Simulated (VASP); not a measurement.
Calculation: r2SCAN meta-GGA, VASP's PBE PAW potentials (set 64) (plane waves; VASP 6.6.1).

The input files of a VASP run:

INCAR:
```
# general
SYSTEM   =  NiP
PREC     =  Accurate
ENCUT    =  400
LREAL    =  F
LASPH    =  T

# electronic loop
EDIFF    =  1E-6   # SCF stop (eV)
NELM     =  100
ALGO     =  Normal
LMAXMIX  =  4
LMIXTAU  =  T

# smearing
ISMEAR   =  1
SIGMA    =  0.1   # width (eV)

# functional
METAGGA  =  R2SCAN

# ions
IBRION   =  2
NSW      =  60   # most ionic steps
ISIF     =  3   # ions, shape and volume
EDIFFG   =  -0.01   # ionic stop

# output
LWAVE    =  F
LCHARG   =  F
```

**KPOINTS**
```
Automatic mesh
0
Gamma
11 11 11
0 0 0
```

**POSCAR**
```
NiP
1.0
  0.0000000000   2.4970041737   2.4970041737
  2.4970041737   0.0000000000   2.4970041737
  2.4970041737   2.4970041737   0.0000000000
Ni P
1 1
Cartesian
  0.0000000000   0.0000000000   0.0000000000
  1.2485020869   1.2485020869   1.2485020869
```

POTCAR, in this order: Ni P (PBE.64 set). Program: vasp_std.

The run wrote:

### OSZICAR
```
       N       E                     dE             d eps       ncg     rms          rms(c)
DAV:   1     0.465916851295E+02    0.46592E+02   -0.58525E+03  1248   0.117E+03
DAV:   2    -0.221375709299E+02   -0.68729E+02   -0.64575E+02  1253   0.234E+02
DAV:   3    -0.254565756991E+02   -0.33190E+01   -0.32498E+01  1412   0.595E+01
DAV:   4    -0.255271566043E+02   -0.70581E-01   -0.70402E-01  1487   0.923E+00
DAV:   5    -0.255292540068E+02   -0.20974E-02   -0.20972E-02  1479   0.158E+00    0.152E+01
DAV:   6    -0.269184135311E+02   -0.13892E+01   -0.65715E+01  1307   0.181E+02    0.240E+01
DAV:   7    -0.212245300268E+02    0.56939E+01   -0.17384E+01  1400   0.103E+02    0.400E+00
DAV:   8    -0.212209131942E+02    0.36168E-02   -0.18047E+00  1824   0.235E+01    0.246E+00
DAV:   9    -0.211932517569E+02    0.27661E-01   -0.13868E-01  1699   0.657E+00    0.522E-01
DAV:  10    -0.212103755693E+02   -0.17124E-01   -0.29909E-02  1432   0.310E+00    0.373E-01
DAV:  11    -0.212092505995E+02    0.11250E-02   -0.14082E-02  1417   0.266E+00    0.156E-01
DAV:  12    -0.212099785928E+02   -0.72799E-03   -0.15775E-03  1376   0.827E-01    0.397E-02
DAV:  13    -0.212098707548E+02    0.10784E-03   -0.20373E-04  1325   0.201E-01    0.414E-02
DAV:  14    -0.212099980741E+02   -0.12732E-03   -0.14116E-04  1307   0.197E-01    0.206E-02
DAV:  15    -0.212100084635E+02   -0.10389E-04   -0.12445E-05  1417   0.398E-02    0.580E-03
DAV:  16    -0.212100094586E+02   -0.99517E-06   -0.92968E-07   916   0.110E-02
   1 F= -.21210009E+02 E0= -.21209800E+02  d E =-.212100E+02
       N       E                     dE             d eps       ncg     rms          rms(c)
DAV:   1    -0.212135782236E+02   -0.35698E-02   -0.39149E-02  1304   0.432E+00    0.562E-01
DAV:   2    -0.212185704632E+02   -0.49922E-02   -0.94065E-02  1361   0.702E+00    0.780E-01
DAV:   3    -0.212100623661E+02    0.85081E-02   -0.39405E-02  1355   0.456E+00    0.896E-02
DAV:   4    -0.212099828105E+02    0.79556E-04   -0.65529E-04  1271   0.219E-01    0.366E-02
DAV:   5    -0.212099705680E+02    0.12242E-04   -0.38761E-05  1586   0.118E-01    0.202E-02
DAV:   6    -0.212099712929E+02   -0.72485E-06   -0.70098E-06  1280   0.263E-02
   2 F= -.21209971E+02 E0= -.21209771E+02  d E =0.381658E-04
       N       E                     dE             d eps       ncg     rms          rms(c)
DAV:   1    -0.212103763751E+02   -0.40581E-03   -0.39474E-03  1301   0.138E+00    0.175E-01
DAV:   2    -0.212108529962E+02   -0.47662E-03   -0.91427E-03  1364   0.219E+00    0.243E-01
DAV:   3    -0.212100289848E+02    0.82401E-03   -0.38530E-03  1355   0.142E+00    0.290E-02
DAV:   4    -0.212100200770E+02    0.89078E-05   -0.61685E-05  1268   0.732E-02    0.101E-02
DAV:   5    -0.212100210132E+02   -0.93621E-06   -0.40289E-06  1119   0.370E-02
   3 F= -.21210021E+02 E0= -.21209818E+02  d E =-.115545E-04
       N       E                     dE             d eps       ncg     rms          rms(c)
DAV:   1    -0.212103557806E+02   -0.33570E-03   -0.34123E-03  1307   0.128E+00    0.166E-01
DAV:   2    -0.212107871530E+02   -0.43137E-03   -0.82373E-03  1361   0.208E+00    0.231E-01
DAV:   3    -0.212100434572E+02    0.74370E-03   -0.34713E-03  1355   0.134E+00    0.270E-02
DAV:   4    -0.212100360665E+02    0.73907E-05   -0.56068E-05  1271   0.674E-02    0.100E-02
DAV:   5    -0.212100369830E+02   -0.91656E-06   -0.35146E-06   917   0.354E-02
   4 F= -.21210037E+02 E0= -.21209831E+02  d E =-.275244E-04
```

OUTCAR:
```
------------------------ aborting loop because EDIFF is reached ----------------------------------------
  FORCE on cell =-STRESS in cart. coord.  units (eV):
  Direction    XX          YY          ZZ          XY          YZ          ZX
  --------------------------------------------------------------------------------------
  Total        0.0111318      0.0111318      0.0111318     -0.0000000      0.0000000     -0.0000000
  in kB        0.5736333      0.5736333      0.5736333     -0.0000000      0.0000000     -0.0000000
  external PRESSURE =       0.5736333 kB  Pullay stress =       0.0000000 kB
  volume of cell :       31.09
      direct lattice vectors                 reciprocal lattice vectors
    -0.000000000  2.495769124  2.495769124    -0.200339044  0.200339044  0.200339044
     2.495769124 -0.000000000  2.495769124     0.200339044 -0.200339044  0.200339044
     2.495769124  2.495769124 -0.000000000     0.200339044  0.200339044 -0.200339044
 POSITION                                       TOTAL-FORCE (eV/Angst)
 -----------------------------------------------------------------------------------
      0.00000      0.00000      0.00000         0.000000      0.000000      0.000000
      1.24788      1.24788      1.24788        -0.000000     -0.000000     -0.000000
 -----------------------------------------------------------------------------------
    total drift:                                0.000023      0.000023      0.000023
  FREE ENERGIE OF THE ION-ELECTRON SYSTEM (eV)
  ---------------------------------------------------
  free  energy   TOTEN  =       -21.2100369830 eV

  energy  without entropy=      -21.2094187578  energy(sigma->0) =      -21.20983091

 reached required accuracy - stopping structural energy minimisation
```
(Selected blocks of OUTCAR.)

File CONTCAR:
```
NiP
   1.00000000000000
    -0.0000000000000000    2.4957691242151228    2.4957691242151228
     2.4957691242151228   -0.0000000000000000    2.4957691242151228
     2.4957691242151228    2.4957691242151228   -0.0000000000000000
  Ni              P
     1     1
Direct
     0.0000000000000000    0.0000000000000000    0.0000000000000000
     0.2500000000000000    0.2500000000000000    0.2500000000000000
```

OUTCAR:
```
 val. band max:        6.4904484328   @ k =   0.4545   0.2727   0.0000

 cond. band min:       6.5037121656   @ k =   0.4545   0.2727   0.0909


 Fermi energy:         6.4961960670

 k-point     1 :       0.0000    0.0000    0.0000
  band No.  band energies     occupation
      1      -6.7185      2.00000
      2       2.3295      2.00000
      3       2.3296      2.00000
      4       2.3296      2.00000
      5       3.9787      2.00000
      6       3.9787      2.00000
      7      10.2846      0.00000
      8      10.2847      0.00000
      9      10.2847      0.00000
     10      13.6698      0.00000
     11      14.0449      0.00000

 k-point     2 :       0.0909    0.0000    0.0000
  band No.  band energies     occupation
      1      -6.6017      2.00000
      2       2.2442      2.00000
      3       2.3571      2.00000
      4       2.3572      2.00000
      5       3.9702      2.00000
      6       3.9702      2.00000
      7       9.3782      0.00000
      8      10.0741      0.00000
      9      10.0741      0.00000
     10      13.7632      0.00000
     11      14.3233      0.00000

 k-point     3 :       0.1818    0.0000    0.0000
  band No.  band energies     occupation
      1      -6.2644      2.00000
      2       1.9952      2.00000
      3       2.4262      2.00000
      4       2.4263      2.00000
      5       3.9608      2.00000
      6       3.9608      2.00000
      7       7.7387     -0.00000
      8       9.6015      0.00000
      9       9.6016      0.00000
     10      13.5907      0.00000
     11      14.8553      0.00000

 k-point     4 :       0.2727    0.0000    0.0000
  band No.  band energies     occupation
      1      -5.7542      2.00000
      2       1.5945      2.00000
      3       2.5015      2.00000
      4       2.5015      2.00000
      5       3.9841      2.00000
      6       3.9841      2.00000
      7       6.1962      2.00019
      8       9.0830      0.00000
      9       9.0830      0.00000
...
```

The structure was generated: NiP was put into the zinc blende type (F-43m), which need not be its known phase. This run relaxes it. Symmetry was kept, so distortions that lower it aren't found. The start is the result of an earlier pass. The run is not spin-polarised, so no magnetic state was tried. The electron count is odd and the run is not spin-polarised, which forces a metal.
